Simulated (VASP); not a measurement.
Method: PBE GGA, VASP's PBE PAW potentials (set 64) (plane waves; VASP).

VASP ran on this input.

**KPOINTS**
```
Automatic
0
gamma
  11 11 6
```

**POSCAR**
```
Tb
11.3550760
  0.1545823207  -0.2729120439   0.0000000000
  0.1545823207   0.2729120439   0.0000000000
  0.0000000000   0.0000000000   0.5000000000
Tb
2
Cartesian
  0.1545823207   0.0909708632   0.1250000000
  0.1600446416  -0.0909708632   0.3750000000
```

### INCAR
```
ALGO  =  VeryFast
EDIFF  =  1E-6
ENCUT  =  400
GGA  =  PE
ISIF  =  2
ISMEAR  =  1
LASPH  =  .True.
LCHARG  =  .False.
LMAXMIX  =  6
LREAL  =  .False.
LWAVE  =  .False.
NELM  =  100
PREC  =  Accurate
SIGMA  =  0.1
SYSTEM  =  Tb
```

POTCAR, in this order: Tb_3 (PBE.64 set). Program: vasp_std.

Output of the run:

**OUTCAR**
```
 ion  position               nearest neighbor table
   1  0.333  0.667  0.250-   2 3.46   2 3.46   2 3.51   2 3.51   2 3.53   2 3.53
   2  0.684  0.351  0.750-   1 3.46   1 3.46   1 3.51   1 3.51   1 3.53   1 3.53
  LATTYP: Found a base centered orthorhombic cell.
 ALAT       =     3.5105880000
 B/A-ratio  =     1.7654803127
 C/A-ratio  =     1.6172612679
 Subroutine PRICEL returns:
 Original cell was already a primitive cell.
 Subroutine GETGRP returns: Found  4 space group operations
The static configuration has the point symmetry C_1 .
 The point group associated with its full space group is C_2h.
The dynamic configuration has the point symmetry C_1 .
 Subroutine INISYM returns: Found  4 space group operations
 Subroutine IBZKPT returns following result:
 Found    244 irreducible k-points:

 Following reciprocal coordinates:
            Coordinates               Weight
  0.000000  0.000000  0.000000      1.000000
  0.090909  0.000000  0.000000      2.000000
  0.000000  0.090909  0.000000      2.000000
  0.181818  0.000000  0.000000      2.000000
  0.000000  0.181818  0.000000      2.000000
  0.272727  0.000000  0.000000      2.000000
...
```

### OSZICAR
```
       N       E                     dE             d eps       ncg     rms          rms(c)
RMM:   1     0.818449063106E+02    0.81845E+02   -0.61133E+03  3172   0.878E+02
RMM:   2    -0.280414895347E+02   -0.10989E+03   -0.15151E+03  3172   0.243E+02
RMM:   3    -0.427719871195E+01    0.23764E+02   -0.14802E+02  3172   0.930E+01
RMM:   4    -0.720593495216E+01   -0.29287E+01   -0.25907E+01  3172   0.392E+01
RMM:   5    -0.817316627271E+01   -0.96723E+00   -0.81742E+00  3172   0.239E+01
RMM:   6    -0.860219293889E+01   -0.42903E+00   -0.37577E+00  3172   0.128E+01
RMM:   7    -0.881129756337E+01   -0.20910E+00   -0.18760E+00  3172   0.915E+00
RMM:   8    -0.892209631763E+01   -0.11080E+00   -0.10206E+00  3172   0.530E+00
RMM:   9    -0.904599663551E+01   -0.12390E+00   -0.11017E+00  9029   0.418E+00
RMM:  10    -0.907496237590E+01   -0.28966E-01   -0.15454E-01  9473   0.981E-01
RMM:  11    -0.907820721260E+01   -0.32448E-02   -0.18240E-02  9381   0.363E-01
RMM:  12    -0.907878922893E+01   -0.58202E-03   -0.47871E-03  9477   0.162E-01    0.240E+01
RMM:  13    -0.908234772739E+01   -0.35585E-02   -0.20600E-02  8964   0.112E+00    0.144E+01
RMM:  14    -0.909244587133E+01   -0.10098E-01   -0.48610E-02 11055   0.169E+00    0.248E-01
RMM:  15    -0.909187339504E+01    0.57248E-03   -0.17874E-03  7951   0.288E-01    0.964E-02
RMM:  16    -0.909188866986E+01   -0.15275E-04   -0.59947E-04  8416   0.157E-01    0.345E-02
RMM:  17    -0.909189640091E+01   -0.77310E-05   -0.85192E-05  9243   0.603E-02    0.778E-03
RMM:  18    -0.909189806584E+01   -0.16649E-05   -0.15440E-05  8641   0.274E-02    0.853E-03
RMM:  19    -0.909189849421E+01   -0.42837E-06   -0.17797E-06  6030   0.113E-02
   1 F= -.90918985E+01 E0= -.90920765E+01  d E =0.534067E-03
```

OUTCAR:
```
------------------------ aborting loop because EDIFF is reached ----------------------------------------
  FORCE on cell =-STRESS in cart. coord.  units (eV):
  Direction    XX          YY          ZZ          XY          YZ          ZX
  --------------------------------------------------------------------------------------
  Total        1.1429591      0.6771190      0.4667566     -0.0782632      0.0000000      0.0000000
  in kB       29.6475368     17.5639793     12.1073296     -2.0300923      0.0000000      0.0000000
  external PRESSURE =      19.7729485 kB  Pullay stress =       0.0000000 kB
  volume of cell :       61.77
      direct lattice vectors                 reciprocal lattice vectors
     1.755294000 -3.098937000  0.000000000     0.284852566 -0.161345649  0.000000000
     1.755294000  3.098937000  0.000000000     0.284852566  0.161345649  0.000000000
     0.000000000  0.000000000  5.677538000     0.000000000  0.000000000  0.176132683
 POSITION                                       TOTAL-FORCE (eV/Angst)
 -----------------------------------------------------------------------------------
      1.75529      1.03298      1.41938         0.050817     -0.021981      0.000000
      1.81732     -1.03298      4.25815        -0.050817      0.021981      0.000000
 -----------------------------------------------------------------------------------
    total drift:                                0.000003      0.000000      0.000000
  FREE ENERGIE OF THE ION-ELECTRON SYSTEM (eV)
  ---------------------------------------------------
  free  energy   TOTEN  =        -9.0918984942 eV

  energy  without entropy=       -9.0924325613  energy(sigma->0) =       -9.09207652
```
(Selected blocks of OUTCAR.)

The 4f electrons are frozen in the core of the lanthanide potential, so 4f levels, which can set the real gap, and their magnetism are missing.

The compound is Tb in the hcp structure. The cell was not relaxed at this level, atoms are displaced from their ideal sites. The run is one of a series of settings (ALGO = VeryFast against the base run), some of them coarse on purpose.
